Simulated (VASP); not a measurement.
The system is Sn2Bi2O.

```
Sn Bi O
1.0
     4.82910    0.00000    0.00000
     0.00000    4.82910    0.00000
     0.00000    0.00000    6.32783
Sn Bi O
2 2 1
Direct
  0.00000 0.50000 0.50000
  0.50000 0.00000 0.50000
  0.00000 0.00000 0.50000
  0.50000 0.50000 0.00000
  0.00000 0.00000 0.00000
```

The cell was built by a generator and needn't be a form met in nature.

```yaml
Program: VASP 6.6.1
Task: relaxation of cell and atoms
Functional: PBE
Potentials_or_basis: VASP PAW PBE potentials, release 64 (Sn_d, Bi_d, O)
Cutoff: 520 eV
k_mesh: 3 × 3 × 2
Occupations: gaussian, width 0.15 eV
Spin: no spin polarisation
```

At the start: pressure 16.1 GPa; volume 29.51 Å³/atom.

Task: How do energy, volume and symmetry change on relaxing?

Result: Over 15 steps the energy falls by 1994.0 meV/atom and the volume is 29.27 Å³/atom (-0.8 %); space group P4/mmm (No. 123, to 0.05 Å).

The path:
| step | energy change (eV) | largest force (eV/Å) | pressure (GPa) | volume (Å³) |
| --- | --- | --- | --- | --- |
| 1 | 0.0000 | 0.0000 | 16.08 | 147.57 |
| 2 | -6.0439 | 0.0000 | -5.89 | 212.58 |
| 3 | -6.0477 | 0.0000 | -4.86 | 205.75 |
| 4 | -8.0470 | 0.0000 | -5.36 | 179.67 |
| 5 | 45.9123 | 0.0000 | 200.37 | 95.07 |
| 6 | 17.5597 | 0.0000 | -0.37 | 177.07 |
| 7 | -8.3229 | 0.0000 | -5.78 | 175.81 |
| 8 | -9.2680 | 0.0000 | 8.33 | 136.54 |
| 9 | -9.0988 | 0.0000 | -4.24 | 164.61 |
| 10 | -9.8888 | 0.0000 | -1.88 | 150.71 |
| 11 | -9.9225 | 0.0000 | 1.77 | 143.66 |
| 12 | -9.9679 | 0.0000 | -0.58 | 147.13 |
| 13 | -9.9680 | 0.0000 | 0.22 | 145.90 |
| 14 | -9.9671 | 0.0000 | -0.27 | 146.94 |
| 15 | -9.9701 | 0.0000 | 0.14 | 146.35 |

Final structure:
```
Sn Bi O
1.0
     6.08354    0.00000    0.00000
     0.00000    6.08354    0.00000
     0.00000    0.00000    3.95443
Sn Bi O
2 2 1
Direct
  0.00000 0.50000 0.50000
  0.50000 0.00000 0.50000
  0.00000 0.00000 0.50000
  0.50000 0.50000 0.00000
  0.00000 0.00000 0.00000
```

Caveat: the k mesh is coarse (spacing up to 0.50 Å⁻¹), so the values aren't converged.
